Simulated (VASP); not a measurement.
# SnAs with r2SCAN + rVV10: from relaxation to properties, part 5 of 7

What structure and properties does r2SCAN + rVV10 give SnAs, and how near are they to the measured ones? Left out of this account: at least 1 further run (core levels: core levels are not valid at this level). The start is a cell from a database of measured crystal structures.

VASP 6.6.1, plane waves and PAW; the level of theory is named at each step.

Still holding for the runs below: This run has no spin polarisation. Its electron count is odd, so without a moment it is a metal by construction.

So far. Step 6 (Band structure (r2SCAN + rVV10)): There is no gap at this level. Step 7 (Density of states (r2SCAN + rVV10)): The finer mesh and the other smearing move the Fermi level by +0.33 eV from the 6×6×6 run, one measure of the sampling error in the zero of the bands above. Of the states within 0.3 eV of the Fermi level, the largest shares in the PAW spheres are As p 22 %, Sn p 16 % and Sn s 14 %. The relaxed cell has a = 5.721 Å (conventional setting).

The database entry behind the starting cell differs from later determinations by our own check (an axis about 0.7 % short against later determinations), so it need not match the best structure at ambient conditions.

### 8. Vibrations at Γ (r2SCAN + rVV10)

Level of this step: r2SCAN with rVV10; plane waves and PAW (Sn_d, As) (VASP).

Zone-centre modes test whether the atoms sit at a minimum within this cell. IBRION = 6 takes the force constants from differences of forces between displaced cells, so the forces must be tight.

Contents of INCAR:

```
SYSTEM = SnAs
PREC = Accurate
ENCUT = 400
EDIFF = 1E-08
NELM = 100
ISMEAR = 1
SIGMA = 0.2
LREAL = .FALSE.
ALGO = Normal
METAGGA = R2SCAN
LUSE_VDW = .TRUE.
IVDW_NL = 2
BPARAM = 11.95
CPARAM = 0.0093
LASPH = .TRUE.
NBANDS = 15
LORBIT = 11
LWAVE = .FALSE.
LCHARG = .FALSE.
KPAR = 2
IBRION = 6
NFREE = 2
POTIM = 0.015
ISIF = 2
NSW = 1
```

Contents of POSCAR:

```
SnAs
1.0
    0.0000000000      2.8606905512      2.8606905512
    2.8606905512      0.0000000000      2.8606905512
    2.8606905512      2.8606905512      0.0000000000
Sn As
1 1
Direct
    0.0000000000      0.0000000000      0.0000000000
    0.5000000000      0.5000000000      0.5000000000
```

Contents of KPOINTS:

```
Automatic mesh
0
Gamma
12 12 12
0 0 0
```

The projector-augmented-wave data sets are Sn_d and As (PBE family, release 64).

The run is started by

```console
mpirun -np 2 vasp_std
```

Output:

```text
[... set-up lines as in an earlier step ...]
 entering main loop
       N       E                     dE             d eps       ncg     rms          rms(c)
Total rVV10 correction in eV:      0.4321812    21.5668747
Total rVV10 correction in eV:      0.4321812    21.5668747
DAV:   1     0.755206301745E+02    0.75521E+02   -0.81996E+03  2216   0.135E+03
DAV:   2    -0.333465838976E+02   -0.10887E+03   -0.10607E+03  2286   0.346E+02
DAV:   3    -0.418464827339E+02   -0.84999E+01   -0.84448E+01  2797   0.872E+01
DAV:   4    -0.420393357846E+02   -0.19285E+00   -0.19282E+00  2497   0.140E+01
DAV:   5    -0.420463265178E+02   -0.69907E-02   -0.69905E-02  3172   0.246E+00    0.363E+00
Total rVV10 correction in eV:      0.4336563    21.5668756
Total rVV10 correction in eV:      0.4336563    21.5668756
DAV:   6    -0.391170307572E+02    0.29293E+01   -0.82501E-01  2713   0.151E+01    0.212E+00
Total rVV10 correction in eV:      0.4371244    21.5668756
Total rVV10 correction in eV:      0.4371244    21.5668756
DAV:   7    -0.391148015298E+02    0.22292E-02   -0.83830E-02  2475   0.181E+00    0.941E-01
Total rVV10 correction in eV:      0.4384168    21.5668756
Total rVV10 correction in eV:      0.4384168    21.5668756
DAV:   8    -0.391175645120E+02   -0.27630E-02   -0.52723E-03  2615   0.751E-01    0.294E-01
Total rVV10 correction in eV:      0.4390257    21.5668756
Total rVV10 correction in eV:      0.4390257    21.5668756
DAV:   9    -0.391179932580E+02   -0.42875E-03   -0.64958E-04  2531   0.231E-01    0.546E-02
Total rVV10 correction in eV:      0.4390383    21.5668756
Total rVV10 correction in eV:      0.4390383    21.5668756
DAV:  10    -0.391180005660E+02   -0.73079E-05   -0.10043E-04  2818   0.127E-01    0.277E-02
Total rVV10 correction in eV:      0.4390941    21.5668756
Total rVV10 correction in eV:      0.4390941    21.5668756
DAV:  11    -0.391180052689E+02   -0.47029E-05   -0.11176E-05  2692   0.412E-02    0.487E-03
Total rVV10 correction in eV:      0.4391177    21.5668756
Total rVV10 correction in eV:      0.4391177    21.5668756
DAV:  12    -0.391180060212E+02   -0.75235E-06   -0.23026E-06  2874   0.248E-02    0.168E-03
Total rVV10 correction in eV:      0.4391251    21.5668756
Total rVV10 correction in eV:      0.4391251    21.5668756
DAV:  13    -0.391180063775E+02   -0.35625E-06   -0.25296E-07  2925   0.561E-03    0.719E-04
Total rVV10 correction in eV:      0.4391209    21.5668756
Total rVV10 correction in eV:      0.4391209    21.5668756
DAV:  14    -0.391180061149E+02    0.26257E-06   -0.57381E-08  2727   0.362E-03    0.194E-04
Total rVV10 correction in eV:      0.4391207    21.5668756
Total rVV10 correction in eV:      0.4391207    21.5668756
DAV:  15    -0.391180061145E+02    0.39427E-09   -0.24119E-09  1521   0.522E-04
Total rVV10 correction in eV:      0.4391212    21.5668756
Total rVV10 correction in eV:      0.4391212    21.5668756
Total rVV10 correction in eV:      0.4391210    21.5668756
Total rVV10 correction in eV:      0.4391210    21.5668756
   1 F= -.39118006E+02 E0= -.39118471E+02  d E =0.139601E-02
 Found     2 degrees of freedom:
 Finite differences POTIM= 0.01500 DOF=   2
 bond charge predicted
       N       E                     dE             d eps       ncg     rms          rms(c)
Total rVV10 correction in eV:      0.4391264    21.5668756
Total rVV10 correction in eV:      0.4391264    21.5668756
DAV:   1    -0.391132985379E+02    0.47076E-02   -0.10975E+00  6157   0.678E+00    0.174E-01
Total rVV10 correction in eV:      0.4391078    21.5668752
Total rVV10 correction in eV:      0.4391078    21.5668752
DAV:   2    -0.391177693870E+02   -0.44708E-02   -0.26449E-02  6147   0.146E+00    0.532E-02
Total rVV10 correction in eV:      0.4391156    21.5668752
Total rVV10 correction in eV:      0.4391156    21.5668752
DAV:   3    -0.391178197230E+02   -0.50336E-04   -0.40925E-04  6394   0.162E-01    0.490E-02
Total rVV10 correction in eV:      0.4391226    21.5668752
Total rVV10 correction in eV:      0.4391226    21.5668752
DAV:   4    -0.391178343375E+02   -0.14615E-04   -0.31085E-05  7022   0.515E-02    0.216E-02
Total rVV10 correction in eV:      0.4391270    21.5668752
Total rVV10 correction in eV:      0.4391270    21.5668752
DAV:   5    -0.391178388150E+02   -0.44775E-05   -0.42478E-06  5789   0.164E-02    0.259E-03
Total rVV10 correction in eV:      0.4391275    21.5668752
Total rVV10 correction in eV:      0.4391275    21.5668752
DAV:   6    -0.391178390019E+02   -0.18698E-06   -0.25045E-07  6066   0.408E-03    0.220E-03
Total rVV10 correction in eV:      0.4391268    21.5668752
Total rVV10 correction in eV:      0.4391268    21.5668752
DAV:   7    -0.391178389722E+02    0.29766E-07   -0.46648E-08  6269   0.260E-03    0.167E-04
Total rVV10 correction in eV:      0.4391266    21.5668752
Total rVV10 correction in eV:      0.4391266    21.5668752
DAV:   8    -0.391178389722E+02   -0.38199E-10   -0.31713E-09  3110   0.493E-04
Total rVV10 correction in eV:      0.4391268    21.5668752
Total rVV10 correction in eV:      0.4391268    21.5668752
Total rVV10 correction in eV:      0.4391267    21.5668752
Total rVV10 correction in eV:      0.4391267    21.5668752
   2 F= -.39117839E+02 E0= -.39118304E+02  d E =0.139619E-02
[...]
3 F= -.39117839E+02 E0= -.39118304E+02  d E =0.139617E-02
[...]
4 F= -.39117855E+02 E0= -.39118320E+02  d E =0.139617E-02
 Finite differences progress:
  Degree of freedom:   2/  2
  Displacement:        1/  2
  Total:               3/  4
 bond charge predicted
       N       E                     dE             d eps       ncg     rms          rms(c)
Total rVV10 correction in eV:      0.4391164    21.5668756
Total rVV10 correction in eV:      0.4391164    21.5668756
DAV:   1    -0.391160578817E+02    0.17968E-02   -0.32927E-01  4967   0.233E+00    0.118E-01
Total rVV10 correction in eV:      0.4391110    21.5668756
Total rVV10 correction in eV:      0.4391110    21.5668756
DAV:   2    -0.391178015909E+02   -0.17437E-02   -0.10470E-02  5611   0.588E-01    0.500E-02
Total rVV10 correction in eV:      0.4391217    21.5668756
Total rVV10 correction in eV:      0.4391217    21.5668756
DAV:   3    -0.391178359638E+02   -0.34373E-04   -0.16570E-04  6164   0.926E-02    0.220E-02
Total rVV10 correction in eV:      0.4391269    21.5668756
Total rVV10 correction in eV:      0.4391269    21.5668756
DAV:   4    -0.391178531925E+02   -0.17229E-04   -0.31244E-05  5702   0.355E-02    0.758E-03
Total rVV10 correction in eV:      0.4391268    21.5668756
Total rVV10 correction in eV:      0.4391268    21.5668756
DAV:   5    -0.391178545893E+02   -0.13969E-05   -0.40911E-06  5870   0.133E-02    0.180E-03
Total rVV10 correction in eV:      0.4391268    21.5668756
Total rVV10 correction in eV:      0.4391268    21.5668756
DAV:   6    -0.391178546552E+02   -0.65892E-07   -0.26566E-07  6168   0.360E-03    0.970E-04
Total rVV10 correction in eV:      0.4391267    21.5668756
Total rVV10 correction in eV:      0.4391267    21.5668756
DAV:   7    -0.391178546737E+02   -0.18525E-07   -0.34518E-08  5744   0.137E-03    0.144E-04
Total rVV10 correction in eV:      0.4391267    21.5668756
Total rVV10 correction in eV:      0.4391267    21.5668756
DAV:   8    -0.391178546730E+02    0.71623E-09   -0.13222E-09  3614   0.313E-04
Total rVV10 correction in eV:      0.4391266    21.5668756
Total rVV10 correction in eV:      0.4391266    21.5668756
Total rVV10 correction in eV:      0.4391266    21.5668756
Total rVV10 correction in eV:      0.4391266    21.5668756
   5 F= -.39117855E+02 E0= -.39118320E+02  d E =0.139618E-02
 Finite differences progress:
  Degree of freedom:   2/  2
  Displacement:        2/  2
  Total:               4/  4
```

Run time: 14 min. Hardware: 2 MPI ranks of AMD EPYC 7R43, shared host; peak memory 0.67 GiB; 28 min of CPU time.

From OUTCAR (step 8):

```text
   k-points           NKPTS =     72   k-points in BZ     NKDIM =     72   number of bands    NBANDS=     15

   NELECT =      19.0000    total number of electrons

 E-fermi :   7.0587

 k-point     1 :       0.0000    0.0000    0.0000
  band No.  band energies     occupation
    ...
      6      -6.8331      2.00000
      7       4.5408      2.00000
      8       5.7043      2.00000
      9       5.7051      2.00000
     10       5.7052      2.00000
     11      12.7845      0.00000
     12      12.7845      0.00000
     13      12.7919      0.00000
     14      13.3574      0.00000
     15      13.3639      0.00000

  Total        0.0868117      0.0780028      0.0780028      0.0000000     -0.0000000      0.0000000
  in kB        2.9706150      2.6691819      2.6691819      0.0000000     -0.0000000      0.0000000
  external PRESSURE =       2.7696596 kB  Pullay stress =       0.0000000 kB

 POSITION                                       TOTAL-FORCE (eV/Angst)
 -----------------------------------------------------------------------------------
      0.00000      0.00000      0.00000        -0.020272      0.000000      0.000000
      2.84569      2.86069      2.86069         0.020272      0.000000      0.000000
 -----------------------------------------------------------------------------------
    total drift:                                0.000066      0.000001      0.000001

  FREE ENERGIE OF THE ION-ELECTRON SYSTEM (eV)
  ---------------------------------------------------
  free  energy   TOTEN  =       -39.1178546730 eV

  energy  without entropy=      -39.1192508578  energy(sigma->0) =      -39.11832007

 Eigenvectors and eigenvalues of the dynamical matrix
 ----------------------------------------------------

   1 f  =    2.702571 THz    16.980753 2PiTHz   90.148055 cm-1    11.176929 meV
             X         Y         Z           dx          dy          dz
      0.000000  0.000000  0.000000     0.000000    0.629326    0.000000
      2.860691  2.860691  2.860691     0.000000   -0.777141    0.000000

   2 f  =    2.702571 THz    16.980753 2PiTHz   90.148055 cm-1    11.176929 meV
             X         Y         Z           dx          dy          dz
      0.000000  0.000000  0.000000    -0.629326    0.000000    0.000000
      2.860691  2.860691  2.860691     0.777141    0.000000    0.000000

   3 f  =    2.702571 THz    16.980753 2PiTHz   90.148055 cm-1    11.176929 meV
             X         Y         Z           dx          dy          dz
      0.000000  0.000000  0.000000     0.000000    0.000000   -0.629326
      2.860691  2.860691  2.860691     0.000000    0.000000    0.777141

   4 f/i=    0.025255 THz     0.158680 2PiTHz    0.842408 cm-1     0.104445 meV
             X         Y         Z           dx          dy          dz
      0.000000  0.000000  0.000000     0.777141    0.000000    0.000000
      2.860691  2.860691  2.860691     0.629326    0.000000    0.000000

   5 f/i=    0.025255 THz     0.158680 2PiTHz    0.842408 cm-1     0.104445 meV
             X         Y         Z           dx          dy          dz
      0.000000  0.000000  0.000000     0.000000   -0.777141    0.000000
      2.860691  2.860691  2.860691     0.000000   -0.629326    0.000000

   6 f/i=    0.025255 THz     0.158680 2PiTHz    0.842408 cm-1     0.104445 meV
             X         Y         Z           dx          dy          dz
      0.000000  0.000000  0.000000     0.000000    0.000000    0.777141
      2.860691  2.860691  2.860691     0.000000    0.000000    0.629326

 ELASTIC MODULI CONTR FROM IONIC RELAXATION (kBar)
 Direction    XX          YY          ZZ          XY          YZ          ZX
 --------------------------------------------------------------------------------
 XX           0.0000      0.0000      0.0000      0.0000      0.0000      0.0000
 YY           0.0000      0.0000      0.0000      0.0000      0.0000      0.0000
 ZZ           0.0000      0.0000      0.0000      0.0000      0.0000      0.0000
 XY           0.0000      0.0000      0.0000      0.0000      0.0000      0.0000
 YZ           0.0000      0.0000      0.0000      0.0000      0.0000      0.0000
 ZX           0.0000      0.0000      0.0000      0.0000      0.0000      0.0000
 --------------------------------------------------------------------------------

[... 6 parts as in an earlier step ...]

[... 10 further parts left out ...]
```

CONTCAR:

```
SnAs
   1.00000000000000
     0.0000000000000000    2.8606905511999998    2.8606905511999998
     2.8606905511999998    0.0000000000000000    2.8606905511999998
     2.8606905511999998    2.8606905511999998    0.0000000000000000
  Sn              As
     1     1
Direct
     0.0000000000000000    0.0000000000000000    0.0000000000000000
     0.5026217445982943    0.4973782554017057    0.4973782554017057
```

The last energy, forces, stress and levels in OUTCAR belong to the last displaced cell, not to the cell of POSCAR.

This step gave:

```yaml
bands: 15
irreducible_k_points: 72
pressure_of_the_cell: 0.2727 GPa
largest_force_of_the_cell: 0 eV/Å
```

Modes at Γ, with each element's share of the kinetic energy:

```
mode  frequency (cm⁻¹)  symmetry  Sn %  As %
   1              -0.8  acoustic    60    40
   2              -0.8  acoustic    60    40
   3              -0.8  acoustic    60    40
   4              90.1       T1u    40    60
   5              90.1       T1u    40    60
   6              90.1       T1u    40    60
```

Displacements in mode 6 (90.1 cm⁻¹), the largest set to 1:
```
Sn1  0.00  0.64  0.00
As2  0.00 -1.00  0.00
```

The three acoustic modes lie within 0.8 cm⁻¹ of zero, and all others are real. By the characters of their eigenvectors the optical modes sort into (cm⁻¹) infrared active: T1u 90.

(Continued in part 6 of 7.)

[Lines on the potential files, build, host, timing and source positions are cut from VASP's logs without a mark.]

[Logs are printed without paths, hosts, clocks, repeated set-up lines and the standing remarks that a program may print on its own settings, such as how far it seeks lower states.]

[Hosts, paths, dates, database ids (printed as entryN), source tags and the programs' standing remarks are cut or masked in the printed files.]

[A measured line is paired with the nearest computed mode of its activity, which favours agreement.]

[In band tables of VASP the shares of atoms and orbitals are scaled to a sum of 1 inside the atoms' spheres.]
